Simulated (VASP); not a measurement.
# Sound and unsound inputs on ScPt, part 3 of 3

Aim: change the input of a sound run on ScPt piece by piece and see what each change does. All runs use LDA. The start is a cell from a database of measured crystal structures.

VASP 6.6.1; LDA; plane waves and PAW (Sc_sv, Pt).

Still holding for the runs below: This run has no spin polarisation. Its electron count is odd, so without a moment it is a metal by construction. The k-mesh is coarse for a metal.

So far. Step 2 (Reference run): The pressure is -5.82 GPa and the largest force 0.000 eV/Å, so the cell is not at a minimum at these settings. Step 8 (A single point (LDA) with a changed input, try 3): Against the reference run the energy at zero smearing moves by -0.00 meV an atom and the pressure by +0.06 GPa.

## Step 9: Full relaxation (LDA)

The start need not lie at this functional's minimum. ISIF = 3 frees volume, shape and positions, and EDIFFG sets the threshold on forces and stress at which the search stops.

Input file INCAR:

```
SYSTEM = ScPt
PREC = Accurate
ENCUT = 400
EDIFF = 1E-06
NELM = 100
ISMEAR = -1
SIGMA = 0.05
LREAL = .FALSE.
ALGO = Normal
GGA = CA
NBANDS = 16
LASPH = .TRUE.
LORBIT = 11
LWAVE = .FALSE.
LCHARG = .FALSE.
KPAR = 2
IBRION = 2
NSW = 60
ISIF = 3
EDIFFG = -0.01
```

Input file POSCAR:

```
ScPt
1.0
    3.2700000000      0.0000000000      0.0000000000
    0.0000000000      3.2700000000      0.0000000000
    0.0000000000      0.0000000000      3.2700000000
Sc Pt
1 1
Direct
    0.5000000000      0.5000000000      0.5000000000
    0.0000000000      0.0000000000      0.0000000000
```

Input file KPOINTS:

```
Automatic mesh
0
Gamma
6 6 6
0 0 0
```

The projector-augmented-wave data sets are Sc_sv and Pt (LDA family, release 64).

The run is started by

```bash
mpirun -np 2 vasp_std
```

The log of the run:

```text
[... set-up lines as in an earlier step ...]
 entering main loop
       N       E                     dE             d eps       ncg     rms          rms(c)
[... 12 cycles as in an earlier step ...]
   1 F= -.16759201E+02 E0= -.16756507E+02  d E =-.167592E+02
 curvature:   0.00 expect dE= 0.000E+00 dE for cont linesearch  0.000E+00
 trial: gam= 0.00000 g(F)=  0.000E+00 g(S)=  0.117E+00 ort = 0.000E+00 (trialstep = 0.100E+01)
 search vector abs. value=  0.117E+00
 bond charge predicted
       N       E                     dE             d eps       ncg     rms          rms(c)
DAV:   1    -0.185178323304E+02   -0.17586E+01   -0.43781E+01   656   0.818E+01    0.113E+01
DAV:   2    -0.170116243977E+02    0.15062E+01   -0.73883E+00   712   0.216E+01    0.345E+00
DAV:   3    -0.167607374614E+02    0.25089E+00   -0.10590E+00   944   0.147E+01    0.141E+00
DAV:   4    -0.167259827742E+02    0.34755E-01   -0.12053E-01   776   0.308E+00    0.947E-01
DAV:   5    -0.167256707093E+02    0.31206E-03   -0.75548E-03   928   0.874E-01    0.309E-01
DAV:   6    -0.167258665572E+02   -0.19585E-03   -0.59707E-04   664   0.219E-01    0.186E-02
DAV:   7    -0.167258675006E+02   -0.94343E-06   -0.36232E-05   976   0.807E-02    0.983E-03
DAV:   8    -0.167258670189E+02    0.48173E-06   -0.40816E-06   832   0.310E-02
   2 F= -.16725867E+02 E0= -.16723712E+02  d E =0.333336E-01
 trial-energy change:    0.033334  1 .order    0.038419   -0.116932    0.193771
 step:   0.3999(harm=  0.3763)  dis= 0.00000  next Energy=   -16.782907 (dE=-0.237E-01)
 bond charge predicted
       N       E                     dE             d eps       ncg     rms          rms(c)
DAV:   1    -0.174243268118E+02   -0.69846E+00   -0.16274E+01   664   0.510E+01    0.567E+00
DAV:   2    -0.168763631093E+02    0.54796E+00   -0.23723E+00   656   0.130E+01    0.247E+00
DAV:   3    -0.168008094676E+02    0.75554E-01   -0.52668E-01   928   0.109E+01    0.100E+00
DAV:   4    -0.167834481585E+02    0.17361E-01   -0.67631E-02   680   0.202E+00    0.594E-01
DAV:   5    -0.167833128778E+02    0.13528E-03   -0.32805E-03   760   0.547E-01    0.145E-01
DAV:   6    -0.167833481105E+02   -0.35233E-04   -0.30534E-04   960   0.188E-01    0.205E-02
DAV:   7    -0.167833446612E+02    0.34494E-05   -0.59740E-06   696   0.207E-02    0.710E-03
DAV:   8    -0.167833448935E+02   -0.23232E-06   -0.69782E-07   360   0.681E-03
   3 F= -.16783345E+02 E0= -.16780753E+02  d E =-.241443E-01
 curvature:  -0.19 expect dE=-0.485E-05 dE for cont linesearch -0.485E-05
 trial: gam=-0.01464 g(F)=  0.203E-65 g(S)=  0.258E-04 ort = 0.174E-02 (trialstep = 0.880E+00)
 search vector abs. value=  0.580E-08
 reached required accuracy - stopping structural energy minimisation
```

Elapsed: 13 s, on 2 MPI ranks of AMD EPYC 7R43, shared host; peak memory 0.2 GiB; 25 s of CPU time.

OUTCAR, selected parts (step 9):

```text
   NELECT =      21.0000    total number of electrons

 E-fermi :   8.4698

 k-point     1 :       0.0000    0.0000    0.0000
  band No.  band energies     occupation
    ...
      6       2.7930      2.00000
      7       2.7930      2.00000
      8       5.3244      2.00000
      9       5.3244      2.00000
     10       5.3244      2.00000
     11       9.7603      0.00000
     12       9.7603      0.00000
     13      11.8791      0.00000
     14      11.8791      0.00000
     15      11.8791      0.00000
    ...

  Total       -0.0188884     -0.0188884     -0.0188884      0.0000000      0.0000000      0.0000000
  in kB       -0.8981255     -0.8981255     -0.8981255      0.0000000      0.0000000      0.0000000
  external PRESSURE =      -0.8981255 kB  Pullay stress =       0.0000000 kB

 POSITION                                       TOTAL-FORCE (eV/Angst)
 -----------------------------------------------------------------------------------
      1.61495      1.61495      1.61495         0.000000      0.000000      0.000000
      0.00000      0.00000      0.00000        -0.000000     -0.000000      0.000000
 -----------------------------------------------------------------------------------
    total drift:                                0.000000      0.000000     -0.000000

  FREE ENERGIE OF THE ION-ELECTRON SYSTEM (eV)
  ---------------------------------------------------
  free  energy   TOTEN  =       -16.7833448935 eV

  energy  without entropy=      -16.7781617093  energy(sigma->0) =      -16.78075330

[... 8 parts as in an earlier step ...]

[... 10 further parts left out ...]
```

CONTCAR:

```
ScPt
   1.00000000000000
     3.2299019353881220    0.0000000000000000   -0.0000000000000000
     0.0000000000000000    3.2299019353881220   -0.0000000000000000
     0.0000000000000000    0.0000000000000000    3.2299019353881220
  Sc              Pt
     1     1
Direct
     0.5000000000000000    0.5000000000000000    0.5000000000000000
     0.0000000000000000    0.0000000000000000    0.0000000000000000
```

The run keeps the 48 symmetry operations of its start, so it cannot find a distortion of lower symmetry.

Step by step:

```tsv
step	energy less that of the first step (eV)	largest force (eV/Å)	pressure (GPa)	volume (Å³)
1	0.0000	0.0000	-5.82	34.97
2	0.0333	0.0000	10.60	31.85
3	-0.0241	0.0000	-0.09	33.70
```

```tsv
conventional cell, symmetrised	before	after	change
a (Å)	3.270	3.230	-1.2 %
b (Å)	3.270	3.230	-1.2 %
c (Å)	3.270	3.230	-1.2 %
volume (Å³/atom)	17.48	16.85	-3.6 %
```

Final coordinates:

```xyz
2
Lattice="3.2299 0.0000 0.0000 0.0000 3.2299 0.0000 0.0000 0.0000 3.2299" Properties=species:S:1:pos:R:3 pbc="T T T"
Sc    1.6150    1.6150    1.6150
Pt    0.0000    0.0000    0.0000
```

This step gave:

| Item | Value |
| --- | --- |
| free energy (TOTEN) | -16.78 eV |
| energy at zero smearing | -16.78 eV |
| Fermi energy | 8.470 eV |
| pressure | -0.08981 GPa |
| SCF cycles over all ionic steps | 28 |

It ends with forces that vanish by symmetry and a pressure of -0.09 GPa.

## Step 10: The runs together

| changed | job | ended | energy (meV/atom) | pressure (GPa) | volume (%) |
| --- | --- | --- | --- | --- | --- |
| ISMEAR = -5, SIGMA = 0.2, ENCUT = 300 | single point | converged, with a warning or advice | +24.37 | +0.04 | - |
| IVDW = 5 | single point | converged | +0.00 | +0.00 | - |
| ALGO = Fast, LREAL = On, NELECT = 22.0 | single point | converged, with a warning or advice | - | - | - |
| KSPACING = 0.5, ISIF = 8, ENCUT = 250 | relaxation | converged | - | - | +0.8 |
| IMIX = 1, AMIX = 1.5, BMIX = 0.0001 | relaxation | timeout | - | - | - |
| IMIX = 1, AMIX = 0.2 | single point | converged | -0.00 | +0.06 | - |

## Step 11: Outcome

| Property | Result |
| --- | --- |
| ISMEAR = -5, SIGMA = 0.2, ENCUT = 300 (single point) | converged, with a warning or advice, +24.37 meV/atom |
| IVDW = 5 (single point) | converged, +0.00 meV/atom |
| ALGO = Fast, LREAL = On, NELECT = 22.0 (single point) | converged, with a warning or advice |
| KSPACING = 0.5, ISIF = 8, ENCUT = 250 (relaxation) | converged, volume +0.8 % |
| IMIX = 1, AMIX = 1.5, BMIX = 0.0001 (relaxation) | timeout |
| IMIX = 1, AMIX = 0.2 (single point) | converged, -0.00 meV/atom |

What this shows: Changes that show themselves, by a stop, a warning or no convergence: ISMEAR = -5, SIGMA = 0.2, ENCUT = 300; ALGO = Fast, LREAL = On, NELECT = 22.0; IMIX = 1, AMIX = 1.5, BMIX = 0.0001 (where several settings stand together, the step names the one at fault, if it is known). Changes with no effect beyond 1 meV an atom and 0.1 GPa here: IVDW = 5; IMIX = 1, AMIX = 0.2. Differences of single points are from the reference run, and of volumes from the sound relaxation. The k-sampling is coarse for a metal, so the Fermi level, pressures and the shape of the cell carry errors. With an odd electron count and no spin the cell is a metal by construction.

[Lines on the potential files, build, host, timing and source positions are cut from VASP's logs without a mark.]

[Logs are printed without paths, hosts, clocks, repeated set-up lines and the standing remarks that a program may print on its own settings, such as how far it seeks lower states.]

[Hosts, paths, dates, database ids (printed as entryN), source tags and the programs' standing remarks are cut or masked in the printed files.]

[A measured line is paired with the nearest computed mode of its activity, which favours agreement.]

[In band tables of VASP the shares of atoms and orbitals are scaled to a sum of 1 inside the atoms' spheres.]
